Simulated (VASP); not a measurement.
Here is a VASP 6.6.1 calculation.

File INCAR:

```
SYSTEM = CdSb2O4
PREC     = Accurate       ! precision mode
ENCUT    = 520            ! plane-wave cutoff, eV
EDIFF    = 1E-6           ! SCF threshold, eV
ISMEAR   = 0              ! smearing method
SIGMA    = 0.1            ! smearing width, eV
LREAL    = .False.        ! projectors in reciprocal space
LASPH    = .True.         ! aspherical terms in the spheres
NELM     = 120            ! most SCF steps
ALGO     = Normal         ! electronic algorithm
ISIF     = 3              ! what is computed and relaxed
LWAVE    = .False.        ! write WAVECAR
LCHARG   = .False.        ! write CHGCAR
GGA      = PE             ! functional
IBRION   = 2              ! ionic algorithm
NSW      = 90             ! ionic steps
EDIFFG   = -0.01          ! ionic threshold
KPAR     = 8
```

The input KPOINTS:

```
Automatic mesh
0
Gamma
  8 8 6
  0 0 0
```

The input POSCAR:

```
CdSb2O4
1.0
    4.3272247500      0.0000000000      0.0000000000
    0.2677670000      4.4316733700      0.0000000000
    0.3648839800      0.3446567400      6.0810483800
Cd Sb O
1 2 4
Direct
    0.0000000000      0.0000000000      0.0000000000
    0.0000000000      0.5000000000      0.5000000000
    0.5000000000      0.0000000000      0.5000000000
    0.2749909800      0.7783967000      0.2697594700
    0.7645454100      0.2565375200      0.2709032200
    0.7250090200      0.2216033000      0.7302405300
    0.2354545900      0.7434624800      0.7290967800
```

Potentials or basis: VASP PAW PBE potentials, release 64 (Cd, Sb, O).

Run with:

```console
$ cat potpaw_PBE.64/Cd/POTCAR potpaw_PBE.64/Sb/POTCAR potpaw_PBE.64/O/POTCAR > POTCAR
$ mpirun -np 8 vasp_std > vasp.out
```

**Question.** Predict the relaxed cell.

**Answer.** a = 4.406 Å, b = 4.387 Å, c = 6.127 Å, α = 88.88°, β = 88.95°, γ = 86.44°.

**Question.** What does it give for the band gap on the k mesh?

**Answer.** None (metal or under the smearing width).

**Question.** Estimate the relaxed volume.

**Answer.** 16.88 Å³/atom.

The path:
| step | energy change (eV) | largest force (eV/Å) | pressure (GPa) | volume (Å³) |
| --- | --- | --- | --- | --- |
| 1 | 0.0000 | 0.0686 | 0.74 | 116.62 |
| 2 | -0.0023 | 0.1156 | -0.43 | 117.91 |
| 3 | -0.0027 | 0.0994 | -0.12 | 117.55 |
| 4 | -0.0043 | 0.0613 | -0.09 | 117.76 |
| 5 | -0.0045 | 0.0651 | -0.06 | 117.87 |
| 6 | -0.0054 | 0.0555 | -0.01 | 117.85 |
| 7 | -0.0062 | 0.0533 | 0.09 | 117.80 |
| 8 | -0.0069 | 0.0489 | 0.03 | 117.89 |
| 9 | -0.0077 | 0.0404 | -0.10 | 118.13 |
| 10 | -0.0085 | 0.0492 | 0.05 | 118.03 |
| 11 | -0.0090 | 0.0783 | 0.29 | 117.87 |
| 12 | -0.0093 | 0.0739 | 0.26 | 117.89 |
| 13 | -0.0102 | 0.0635 | 0.17 | 117.97 |
| 14 | -0.0111 | 0.0571 | 0.02 | 118.13 |
| 15 | -0.0106 | 0.0689 | -0.28 | 118.43 |
| 16 | -0.0113 | 0.0606 | -0.08 | 118.23 |
| 17 | -0.0117 | 0.0482 | -0.06 | 118.21 |
| 18 | -0.0123 | 0.0326 | 0.01 | 118.13 |
| 19 | -0.0128 | 0.0258 | 0.03 | 118.12 |
| 20 | -0.0136 | 0.0152 | 0.07 | 118.06 |
| 21 | -0.0137 | 0.0162 | 0.08 | 118.05 |
| 22 | -0.0137 | 0.0303 | -0.12 | 118.21 |
| 23 | -0.0137 | 0.0208 | -0.04 | 118.14 |
| 24 | -0.0138 | 0.0175 | -0.02 | 118.13 |
| 25 | -0.0139 | 0.0141 | 0.04 | 118.08 |
| 26 | -0.0139 | 0.0081 | -0.01 | 118.15 |

Spin-orbit coupling is left out, which matters for the levels of Sb.
